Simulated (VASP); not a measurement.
Given:

```xyz
6
Lattice="1.6334 -2.8291 0.0000 1.6334 2.8291 0.0000 0.0000 0.0000 14.4300" Properties=species:S:1:pos:R:3 pbc="T T T"
W      1.6334     0.9430     3.6075
W      1.6334    -0.9430    10.8225
Se     1.6334     0.9430    12.4954
Se     1.6334    -0.9430     5.2804
Se     1.6334    -0.9430     1.9346
Se     1.6334     0.9430     9.1496
```

All values below come from AM05 GGA, VASP's PBE PAW potentials (set 64) (plane waves; VASP). Settings: 520 eV cut-off, 7×7×2 Γ-centred mesh, Gaussian smearing of 0.050 eV, potentials W_sv Se.

Without a dispersion term in the relaxation, distances and binding between the weakly bound layers, chains or molecules are unreliable, and so is what depends on them.

### Question
Estimate the energy per atom (σ→0).

### Answer

```json
{
 "energy per atom (σ→0)": "-725.0 kJ/mol of atoms"
}
```

Total energies compare only between runs with the same potentials, cut-off and functional.

The compound is WSe2 in the 2H layered structure. It was relaxed first, which changed the volume by +10 %. The start is the result of an earlier pass.
